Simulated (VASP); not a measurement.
OSZICAR of a VASP run on NiSi₂ (fluorite):

### OSZICAR
```
       N       E                     dE             d eps       ncg     rms          rms(c)
DAV:   1     0.592265183048E+02    0.59227E+02   -0.82335E+03  1230   0.146E+03
DAV:   2    -0.301948598267E+02   -0.89421E+02   -0.83764E+02  1272   0.259E+02
DAV:   3    -0.344697473495E+02   -0.42749E+01   -0.41855E+01  1541   0.645E+01
DAV:   4    -0.345500551011E+02   -0.80308E-01   -0.80187E-01  1457   0.818E+00
DAV:   5    -0.345522857805E+02   -0.22307E-02   -0.22303E-02  1556   0.147E+00    0.164E+01
DAV:   6    -0.362307071202E+02   -0.16784E+01   -0.50266E+01  1320   0.180E+02    0.238E+01
DAV:   7    -0.306146307667E+02    0.56161E+01   -0.13410E+01  1480   0.109E+02    0.473E+00
DAV:   8    -0.305693163692E+02    0.45314E-01   -0.22139E+00  1788   0.280E+01    0.356E+00
DAV:   9    -0.305146787710E+02    0.54638E-01   -0.22866E-01  1554   0.107E+01    0.564E-01
DAV:  10    -0.305340247001E+02   -0.19346E-01   -0.29574E-02  1633   0.314E+00    0.471E-01
DAV:  11    -0.305283157230E+02    0.57090E-02   -0.44687E-02  1528   0.548E+00    0.714E-01
DAV:  12    -0.305326871237E+02   -0.43714E-02   -0.24699E-02  1457   0.408E+00    0.587E-02
DAV:  13    -0.305328047972E+02   -0.11767E-03   -0.64684E-04  1442   0.470E-01    0.226E-02
DAV:  14    -0.305327958571E+02    0.89401E-05   -0.18770E-05  1741   0.455E-02    0.170E-02
DAV:  15    -0.305328107472E+02   -0.14890E-04   -0.48615E-06  1543   0.447E-02    0.167E-02
DAV:  16    -0.305327761294E+02    0.34618E-04   -0.11110E-05  1401   0.533E-02    0.444E-03
DAV:  17    -0.305327779206E+02   -0.17912E-05   -0.25523E-07  1469   0.440E-03    0.418E-03
DAV:  18    -0.305327783167E+02   -0.39614E-06   -0.43451E-09   766   0.107E-03    0.436E-03
DAV:  19    -0.305327810137E+02   -0.26970E-05   -0.19851E-07  1129   0.746E-03    0.122E-03
DAV:  20    -0.305327796393E+02    0.13744E-05   -0.16259E-08   716   0.275E-03    0.835E-04
DAV:  21    -0.305327807800E+02   -0.11406E-05   -0.50504E-09   681   0.850E-04    0.802E-04
DAV:  22    -0.305327803370E+02    0.44296E-06   -0.67680E-09   676   0.210E-03    0.589E-04
DAV:  23    -0.305327807913E+02   -0.45429E-06   -0.53741E-09   661   0.125E-03    0.203E-04
DAV:  24    -0.305327804235E+02    0.36777E-06   -0.12764E-09   671   0.389E-04    0.916E-05
DAV:  25    -0.305327804632E+02   -0.39689E-07   -0.23936E-10   666   0.187E-04
   1 F= -.30532780E+02 E0= -.30532270E+02  d E =-.153235E-02
```

**Question.** Which electronic solver shows in the log?

**Answer.** It is blocked Davidson (ALGO = Normal, or the opening steps of other solvers). The INCAR had ALGO = Normal.

**Question.** How was spin treated?

**Answer.** Without spin polarisation: there is no mag entry.

**Question.** Can the final energy be trusted as converged?

**Answer.** Self-consistency was reached. It stopped with EDIFF = 1E-7, NELM = 100 (r2SCAN meta-GGA, plane waves, VASP's PBE PAW potentials (set 64)).

The compound is NiSi2 in the fluorite structure. It was relaxed first. The run is not spin-polarised, so no magnetic state was tried.
